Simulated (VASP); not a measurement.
Consider the following.

```yaml
crystal:
  lattice:
    - [0.00000, 1.97929, 1.97929]
    - [1.97929, 0.00000, 1.97929]
    - [1.97929, 1.97929, 0.00000]
  atoms:
    - { symbol: Li, position: [0.00000, 0.00000, 0.00000] }
    - { symbol: H, position: [0.50000, 0.50000, 0.50000] }
```

Method: HSE06 screened hybrid, VASP's PBE PAW potentials (set 64) (plane waves; VASP 6.6.1). Numerical set-up: 400 eV cut-off, 11×11×11 Γ-centred mesh, Gaussian smearing of 0.010 eV, potentials Li_sv H.

At this cut-off the stress carries a Pulay error, which pulls relaxed volumes low.

Give the stress tensor in GPa (positive for a compressed cell).

```
-2.56   0.00   0.00
 0.00  -2.56   0.00
 0.00   0.00  -2.56
```
The pressure is its mean diagonal, -2.56 GPa.

The structure comes from a computed database's LiH entry; how it stands against other phases isn't given here. The cell was not relaxed at this level.
